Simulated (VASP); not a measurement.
```xyz
6
Lattice="4.9354 0.0000 0.0000 0.0000 4.9354 0.0000 0.0000 0.0000 3.3248" Properties=species:S:1:pos:R:3 pbc="T T T"
Mn     0.0000     4.9354     0.0000
Mn     2.4677     2.4677     1.6624
F      1.4987     1.4987     0.0000
F      3.9664     0.9690     1.6624
F      0.9690     3.9664     1.6624
F      3.4367     3.4367     0.0000
```
Starting moments (μB, in the order of the record's atoms Mn Mn F F F F): 4.5 -4.5 0.0 0.0 0.0 0.0.

Level of theory: PBE GGA, VASP's PBE PAW potentials (set 64) (plane waves; VASP). Settings: 520 eV cut-off, 5×5×8 Γ-centred mesh, tetrahedra with Blöchl corrections, potentials Mn_pv F.

The cores are frozen, which limits the accuracy of field gradients.

Q: Give the principal components of the electric field gradient (V/Å²) and the asymmetry η at each nucleus.

A: 
| atom | Vxx | Vyy | Vzz | η |
|---|---|---|---|---|
| Mn1 | -11.9 | -10.2 | 22.2 | 0.08 |
| Mn2 | -11.9 | -10.2 | 22.2 | 0.08 |
| F3 | 47.8 | 17.9 | -65.7 | 0.46 |
| F4 | 47.8 | 17.9 | -65.7 | 0.46 |
| F5 | 47.8 | 17.9 | -65.7 | 0.46 |
| F6 | 47.8 | 17.9 | -65.7 | 0.46 |

The compound is MnF2 in the rutile structure. It was relaxed first.
